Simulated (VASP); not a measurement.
```
CELL_PARAMETERS angstrom
      1.92485    -3.33391     0.00000
      1.92485     3.33391     0.00000
      0.00000     0.00000     4.36992
ATOMIC_POSITIONS crystal
  Te 0.33333 0.66667 0.29006
  Te 0.66667 0.33333 0.70994
  Pt 0.00000 0.00000 0.00000
```

All values below come from PBE GGA, VASP's PBE PAW potentials (set 64) (plane waves; VASP). Settings: 500 eV cut-off, 9×9×7 Γ-centred mesh, first-order Methfessel-Paxton smearing of 0.10 eV, potentials Te Pt.

Unless said otherwise, spin-orbit coupling is left out, though it shifts the bands of the heavy elements here.

What does the run give for the energy per atom (σ→0), pressure, band gap (on the k-mesh) with the smallest direct gap where there is one?

```json
{
 "band gap (on the k-mesh)": "none (metal, semimetal or under 0.01 eV)",
 "energy per atom (σ→0)": "-3.847 eV/atom",
 "pressure": "449.5 kbar"
}
```

Total energies compare only between runs with the same potentials, cut-off and functional.

The compound is PtTe2 in the 1T layered structure. It was relaxed first under an external pressure of 45 GPa.
